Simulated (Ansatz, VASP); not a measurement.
# Si7Ge17 (generalised stacking fault on (111) (glide set) of a Ge-Si solid solution): VASP beside Ansatz, part 2 of 2

Wanted: the spread between two codes on one cell, functional and k mesh.  The cell is taken from a series of runs on this material, whose earlier steps may have relaxed or scaled it; both programs get it as it stands.

VASP 6.6.1 and Ansatz 0.2.0.

So far. Step 2 (VASP: single point, PBE): The run ends at a pressure of 3.29 GPa, with forces up to 1.7 eV/Å.

## 3. Ansatz: single point, PBE

Level of this step: Ansatz beside VASP: Kohn-Sham DFT, plane waves, PBE (Ansatz).

Ansatz runs on its default PAW (the set named soft_2) files.

The same cell, functional, mesh and smearing now go to Ansatz, which takes its cutoff from its data sets.

input.yaml reads:

```yaml
crystal:
  lattice:
    - [6.84865, 0.0, 0.0]
    - [0.0, 11.86221, 0.0]
    - [1.14146, 0.0, 19.57091]
  atoms:
    - { symbol: Ge, position: [0.49503, 0.16762, 0.0209] }
    - { symbol: Ge, position: [0.4741, 0.16677, 0.14499] }
    - { symbol: Ge, position: [0.80159, 0.16683, 0.18546] }
    - { symbol: Si, position: [0.78018, 0.16645, 0.30862] }
    - { symbol: Si, position: [0.99728, 0.00021, 0.02095] }
    - { symbol: Ge, position: [0.97587, 0.99899, 0.14373] }
    - { symbol: Si, position: [0.30016, 0.9999, 0.18511] }
    - { symbol: Ge, position: [0.27922, 0.00087, 0.31042] }
    - { symbol: Ge, position: [0.60802, 0.00085, 0.35052] }
    - { symbol: Si, position: [0.58673, 0.00022, 0.47445] }
    - { symbol: Si, position: [0.49683, 0.50021, 0.02067] }
    - { symbol: Si, position: [0.47871, 0.49971, 0.14401] }
    - { symbol: Ge, position: [0.80118, 0.50021, 0.18627] }
    - { symbol: Ge, position: [0.78057, 0.49976, 0.30857] }
    - { symbol: Si, position: [0.99685, 0.3347, 0.02084] }
    - { symbol: Ge, position: [0.97502, 0.33449, 0.14516] }
    - { symbol: Ge, position: [0.30216, 0.33224, 0.186] }
    - { symbol: Si, position: [0.28079, 0.33256, 0.30957] }
    - { symbol: Ge, position: [0.60816, 0.33365, 0.35017] }
    - { symbol: Si, position: [0.58636, 0.33388, 0.47416] }
    - { symbol: Ge, position: [0.10596, 0.16623, 0.35066] }
    - { symbol: Ge, position: [0.08598, 0.16713, 0.47498] }
    - { symbol: Si, position: [0.41384, 0.1674, 0.51569] }
    - { symbol: Si, position: [0.39625, 0.16727, 0.63986] }
    - { symbol: Ge, position: [0.7197, 0.16585, 0.68014] }
    - { symbol: Si, position: [0.69947, 0.16518, 0.80394] }
    - { symbol: Ge, position: [0.91322, 0.00054, 0.51573] }
    - { symbol: Ge, position: [0.89058, 0.0006, 0.63968] }
    - { symbol: Si, position: [0.21804, 0.99973, 0.68087] }
    - { symbol: Ge, position: [0.20031, 0.99954, 0.80449] }
    - { symbol: Ge, position: [0.52536, 0.00194, 0.84568] }
    - { symbol: Si, position: [0.50553, 0.99883, 0.96892] }
    - { symbol: Ge, position: [0.49632, 0.83278, 0.0208] }
    - { symbol: Si, position: [0.4772, 0.83254, 0.14464] }
    - { symbol: Ge, position: [0.80181, 0.83283, 0.18601] }
    - { symbol: Ge, position: [0.78387, 0.83216, 0.30854] }
    - { symbol: Ge, position: [0.99992, 0.66635, 0.02112] }
    - { symbol: Ge, position: [0.97641, 0.66772, 0.14416] }
    - { symbol: Ge, position: [0.30153, 0.6677, 0.18586] }
    - { symbol: Ge, position: [0.2832, 0.66774, 0.30956] }
    - { symbol: Ge, position: [0.60807, 0.66586, 0.35072] }
    - { symbol: Ge, position: [0.58989, 0.66727, 0.47475] }
    - { symbol: Ge, position: [0.10549, 0.50185, 0.35025] }
    - { symbol: Ge, position: [0.08473, 0.49947, 0.47455] }
    - { symbol: Ge, position: [0.4161, 0.50011, 0.51615] }
    - { symbol: Ge, position: [0.39039, 0.50034, 0.63859] }
    - { symbol: Ge, position: [0.72037, 0.49929, 0.68116] }
    - { symbol: Ge, position: [0.69876, 0.50134, 0.80385] }
    - { symbol: Si, position: [0.91424, 0.33334, 0.51632] }
    - { symbol: Si, position: [0.89371, 0.33322, 0.63928] }
    - { symbol: Ge, position: [0.21988, 0.33457, 0.67984] }
    - { symbol: Ge, position: [0.19677, 0.33329, 0.80468] }
    - { symbol: Ge, position: [0.52647, 0.33334, 0.84557] }
    - { symbol: Ge, position: [0.50394, 0.3334, 0.96947] }
    - { symbol: Ge, position: [0.02543, 0.16743, 0.8461] }
    - { symbol: Ge, position: [0.00694, 0.16669, 0.96899] }
    - { symbol: Ge, position: [0.10708, 0.83276, 0.34939] }
    - { symbol: Ge, position: [0.08604, 0.83322, 0.47452] }
    - { symbol: Ge, position: [0.41228, 0.83287, 0.51494] }
    - { symbol: Ge, position: [0.3914, 0.83405, 0.63959] }
    - { symbol: Ge, position: [0.72139, 0.83473, 0.68029] }
    - { symbol: Ge, position: [0.69971, 0.83299, 0.80497] }
    - { symbol: Ge, position: [0.91291, 0.66637, 0.51505] }
    - { symbol: Ge, position: [0.8932, 0.66774, 0.63969] }
    - { symbol: Ge, position: [0.21964, 0.66596, 0.68025] }
    - { symbol: Ge, position: [0.19998, 0.66689, 0.80435] }
    - { symbol: Ge, position: [0.52572, 0.66607, 0.84572] }
    - { symbol: Si, position: [0.50591, 0.66567, 0.96911] }
    - { symbol: Si, position: [0.02434, 0.4992, 0.8467] }
    - { symbol: Si, position: [0.007, 0.50099, 0.96973] }
    - { symbol: Ge, position: [0.02654, 0.83368, 0.84522] }
    - { symbol: Si, position: [0.00438, 0.83374, 0.969] }
kpoints:
  mp_grid: { grid: [5, 3, 2] }
hamiltonian:
  xc: pbe
scf:
  occupations: { method: fermi_dirac, width: 0.025 }
output:
  forces: true
  stress: true
  populations: true
  dos:
    method: { smearing: { sigma: 0.1 } }
    de: 0.1
    projected: { site_lists: { Ge: [Ge], Si: [Si] } }
  eigenvalues: true
```

Command:

```
$ ansatz run input.yaml --threads 4 --pin off --max-ram 15872MiB --backend cpu --events-out ev --progress --plain --runs-dir out
```

Numbers of over 12 decimals in the logs are rounded to 6 here.

Log:

```text
Engine: ansatz 0.2.0, aarch64-unknown-linux-gnu
Pseudopotentials: kind: paw
Pseudopotential: Ge, paw, valence charge 14, recommended cutoff 420 eV (normal), Ge.paw.azcp
Pseudopotential: Si, paw, valence charge 4, recommended cutoff 420 eV (normal), Si.paw.azcp
Functional definition: PBE
  parameter kappa = 0.804
  parameter beta = 0.066725
  exchange = pbe_x(kappa = kappa, mu = beta*pi^2/3)
  correlation = pbe_c(beta = beta)
Crystal: 72 atoms, lattice volume = 1589.943 Å³
Basis set: ecut = 420 eV, 31137 PW (Γ), exchange–correlation on 96×160×270 points (8 copies of the dense FFT grid, shifted against one another)
Bands: 479, of which v1, the nominal top of the filled ones, is band 399 counted from 1 (398 counted from 0)
Symmetry: 1 space group operations
Space group: P1 (ITA 1), of the structure as read, at distance tolerance 1.2e-4 Å
k-points: 16 of 30 (time reversal used)
Non-local potential: Ge, projectors of the file, l = 0: 2, l = 1: 2, l = 2: 3, l = 3: 1
Non-local potential: Si, projectors of the file, l = 0: 2, l = 1: 2, l = 2: 2
PAW form: soft (Blöchl's): semilocal exchange-correlation on the pseudo side does not see the compensation charge
PAW one-centre angular grid: Ge, 590 points (default); XC on 64 Gauss nodes
PAW one-centre angular grid: Si, 110 points (default); XC on 64 Gauss nodes
Initial density: superposition of atomic densities (neutral atoms: chi_scale 0, normalization atom), corrected by the library's trained network
Initial wavefunctions: pseudopotential atomic-orbital guess
Functional: x = pbe(κ = 0.804, μ = 0.219515), c = pbe(β = 0.066725)
SCF iter   1: F=—  HF=-232385.131320 eV  |F-HF|=—  |Δ(HF+E_count)|=         —  Δρ=2.23e-3  dr2=1.18e0  ethr=1.77e-3  ⟨swp⟩=5.8  Hψ=27958  notcnv=0  defer=260
preconditioner: auto → LDOS  [metal: Δε(μ)=0.056 eV  Ē_g=20.375 eV  σ=0.025 eV  W_gap=0.50  n_scr=394 (ndim 8)  ℏωp=26.3 eV  f_vac=0.022  D(μ)=4.94/eV (n_scr^D=10)  β→1.0]
SCF iter   2: F=—  HF=-232386.180094 eV  |F-HF|=—  |Δ(HF+E_count)|=    1.05e0  Δρ=5.96e-3  dr2=3.02e1  ethr=1.47e-4  ⟨swp⟩=4.0  Hψ=15824  notcnv=0  defer=1088
SCF iter   3: F=—  HF=-232385.013211 eV  |F-HF|=—  |Δ(HF+E_count)|=    1.17e0  Δρ=1.03e-3  dr2=3.01e-1  ethr=1.47e-4  ⟨swp⟩=3.0  Hψ=11412  notcnv=0  defer=992
SCF iter   4: F=—  HF=-232385.001021 eV  |F-HF|=—  |Δ(HF+E_count)|=   1.22e-2  Δρ=6.88e-4  dr2=1.71e-1  ethr=3.77e-5  ⟨swp⟩=3.5  Hψ=13354  notcnv=0  defer=992
SCF iter   5: F=—  HF=-232384.988754 eV  |F-HF|=—  |Δ(HF+E_count)|=   1.23e-2  Δρ=4.02e-4  dr2=7.58e-2  ethr=2.14e-5  ⟨swp⟩=2.1  Hψ=8299  notcnv=0  defer=992
SCF iter   6: F=—  HF=-232384.982892 eV  |F-HF|=—  |Δ(HF+E_count)|=   5.86e-3  Δρ=2.15e-4  dr2=2.14e-2  ethr=9.50e-6  ⟨swp⟩=2.0  Hψ=8120  notcnv=0  defer=992
SCF iter   7: F=—  HF=-232384.981001 eV  |F-HF|=—  |Δ(HF+E_count)|=   1.89e-3  Δρ=1.03e-4  dr2=1.29e-3  ethr=2.68e-6  ⟨swp⟩=2.0  Hψ=7961  notcnv=0  defer=992
SCF iter   8: F=—  HF=-232384.980981 eV  |F-HF|=—  |Δ(HF+E_count)|=   1.95e-5  Δρ=6.46e-5  dr2=1.97e-3  ethr=1.62e-7  ⟨swp⟩=2.0  Hψ=8354  notcnv=0  defer=992
SCF iter   9: F=—  HF=-232384.980819 eV  |F-HF|=—  |Δ(HF+E_count)|=   1.62e-4  Δρ=1.66e-5  dr2=2.17e-5  ethr=1.62e-7  ⟨swp⟩=1.9  Hψ=7926  notcnv=0  defer=992
SCF iter  10: F=—  HF=-232384.980840 eV  |F-HF|=—  |Δ(HF+E_count)|=   2.10e-5  Δρ=9.11e-6  dr2=1.71e-5  ethr=2.72e-9  ⟨swp⟩=2.0  Hψ=9529  notcnv=0  defer=992
SCF iter  11: F=—  HF=-232384.980839 eV  |F-HF|=—  |Δ(HF+E_count)|=   1.48e-6  Δρ=4.63e-6  dr2=3.40e-7  ethr=2.15e-9  ⟨swp⟩=2.0  Hψ=7965  notcnv=0  defer=992
SCF iter  12: F=—  HF=-232384.980839 eV  |F-HF|=—  |Δ(HF+E_count)|=   1.67e-7  Δρ=2.23e-6  dr2=1.25e-7  ethr=1.25e-11  ⟨swp⟩=10.9  Hψ=36444  notcnv=0
SCF iter  13: F=-232384.980839 eV  HF=-232384.980839 eV  |F-HF|=3.94e-8  |Δ(HF+E_count)|=   3.91e-8  Δρ=1.10e-6  dr2=6.48e-8  ethr=1.25e-11  ⟨swp⟩=3.9  Hψ=20588  notcnv=0
SCF 1 converged in 13 iterations: F = -232384.980839 eV  dr2 = 6.48e-8
  greatest PAW one-centre occupation: 0.998 electrons in one spin orbital (limit 2), on the Ge atom at site 0 (counted from 0), in its partial waves of l = 2
SCF converged after 13 iterations
Free energy (F): -232384.980839 eV
Harris-Foulkes:  -232384.980839 eV  (|F-HF|=3.94e-8)
Internal energy: -232384.969648 eV  (E = F + TS)
E sigma→0 (E₀):  -232384.975244 eV
Entropy (-TS):   -0.011190 eV (-0.155 meV/atom)
Fermi energy:    8.293661 eV
--- Per-component energies (eV) ---
  E_band       = -7869.366350
  E_kinetic    = 6535.715705
  E_local      = -146023.592758  (includes V_loc(G=0)·N_el)
  E_nonlocal   = 21903.445896
  E_hartree    = 65010.748166
  E_xc         = -5014.187115
  E_vxc        = -4278.576423  (∫ρ·V_xc dr)
  E_paw        = -113788.845720  (= ΣΔE_a)
  E_vpaw       = -16027.872207  (= ΣTr[D̂ρ^β])
  E_aug_tail   = 0.015344  (compensation charges beyond the density's cutoff)
  E_ewald      = -61008.269167
  E_smearing   = -0.011190  (= −TS)
[...]
k-point 15: bands = [... 395 lower, 6.9512, 7.1099, 7.1862, 7.9084, 8.0795, 8.5805, 8.7046, 8.7325, ... 76 higher]
--- Löwdin populations: 72 sites ---
  site symbol       q [e]
     0     Ge     13.9953
     1     Ge     13.9825
     2     Ge     13.9811
     3     Si      3.9056
     4     Si      3.9339
     5     Ge     14.0026
     6     Si      3.9174
     7     Ge     13.9942
     8     Ge     14.0136
     9     Si      3.9257
    10     Si      3.9577
    11     Si      3.9176
    12     Ge     13.9826
    13     Ge     13.9743
    14     Si      3.9374
    15     Ge     13.9809
    16     Ge     14.0017
    17     Si      3.9098
    18     Ge     14.0308
    19     Si      3.9412
    20     Ge     14.0095
    21     Ge     14.0065
    22     Si      3.9606
    23     Si      3.9391
[...]
64     Ge     13.9784
    65     Ge     13.9841
    66     Ge     13.9821
    67     Si      3.9325
    68     Si      3.9185
    69     Si      3.9543
    70     Ge     13.9829
    71     Si      3.9336
  spilling = 0.002452 (of n_electrons = 798.000000)
```

## 4. Comparison

Known differences besides the PAW data sets themselves: the cutoff is 420 eV in Ansatz and 410 eV in VASP (PREC = Accurate, projectors in real space); VASP leaves aspherical gradient terms in its spheres out (LASPH is not set), Ansatz keeps them. Total energies have different zeros and are not compared.

The two programs side by side:

| quantity | Ansatz | VASP | difference |
| --- | --- | --- | --- |
| pressure (GPa) | 3.65 | 3.29 | +0.36 |

Forces on 10 of the 72 atoms, picked by the larger force of the two programs (eV/Å; atoms numbered as in POSCAR):

| atom | Ansatz x, y, z | VASP x, y, z |
| --- | --- | --- |
| Ge1 | -0.045, -1.147, 1.246 | -0.045, -1.143, 1.229 |
| Ge19 | -0.030, -0.098, 1.353 | -0.031, -0.098, 1.337 |
| Ge37 | 0.045, 0.826, -1.355 | 0.047, 0.824, -1.335 |
| Si53 | -0.037, -0.621, 0.848 | -0.037, -0.605, 0.838 |
| Si56 | -0.011, 0.497, 1.528 | -0.011, 0.480, 1.516 |
| Si58 | -0.075, 0.355, 1.074 | -0.076, 0.343, 1.064 |
| Si65 | 0.047, 0.378, -1.127 | 0.046, 0.375, -1.110 |
| Si69 | 0.041, -0.438, -1.002 | 0.042, -0.423, -0.994 |
| Si71 | 0.002, -0.741, -1.569 | 0.001, -0.725, -1.555 |
| Si72 | 0.000, 0.464, -0.955 | 0.000, 0.449, -0.945 |

The forces differ by 4.6 meV/Å r.m.s., which is 1.1 % of the r.m.s. force of 0.41 eV/Å (both taken over all components).

## 5. Summary of results

| Item | Value |
| --- | --- |
| r.m.s. force difference (single point, PBE) | 1.1 % of the r.m.s. force |

What this shows: The r.m.s. force difference is 1.1 % of the r.m.s. force (single point, PBE), within the 3 % picked in this series as the mark of a large difference. Differences of this kind measure data sets and numerical settings, not the functional's error against experiment.

[Lines on the potential files, build, host, timing and source positions are cut from VASP's logs without a mark.]

[Logs are printed without paths, hosts, clocks, repeated set-up lines and the standing remarks that a program may print on its own settings, such as how far it seeks lower states.]

[Hosts, paths, dates, database ids (printed as entryN), source tags and the programs' standing remarks are cut or masked in the printed files.]
